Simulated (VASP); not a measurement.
```
CELL_PARAMETERS angstrom
      3.98828     0.00000     0.00000
     -1.99414     3.45395     0.00000
      0.00000     0.00000    17.26327
ATOMIC_POSITIONS crystal
  Pt 0.00000 0.00000 0.50000
  Te 0.33333 0.66667 0.59452
  Te 0.66667 0.33333 0.40548
```

The numbers are results of PBE GGA, VASP's PBE PAW potentials (set 64) (plane waves; VASP 6.6.1), not measurements. Run with 300 eV cut-off, 5×5×1 Γ-centred mesh, Gaussian smearing of 0.10 eV, potentials Pt Te.

The cell holds a wide vacuum, so values per volume refer to the whole cell. Unless said otherwise, spin-orbit coupling is left out, though it shifts the bands of the heavy elements here.

**Question.** Give the energies of bands 3 to 14 at the high-symmetry points, in eV from the valence-band maximum.

**Answer.** 
```csv
band,Γ,M,K
3,-5.06,-5.73,-5.15
4,-4.33,-4.27,-4.55
5,-4.33,-4.03,-4.55
6,-3.08,-3.97,-3.58
7,-3.08,-2.97,-3.58
8,-2.44,-2.60,-2.83
9,-1.40,-2.38,-2.76
10,0.00,-2.06,-1.68
11,0.00,-1.58,-1.68
12,1.71,0.94,0.43
13,1.71,1.28,0.43
14,3.17,2.49,3.21
```

The gap is indirect, 0.04 eV, from the valence maximum at Γ to the conduction minimum at K-Γ at 0.26.

The cell is a sheet with vacuum, built from a generated structure.
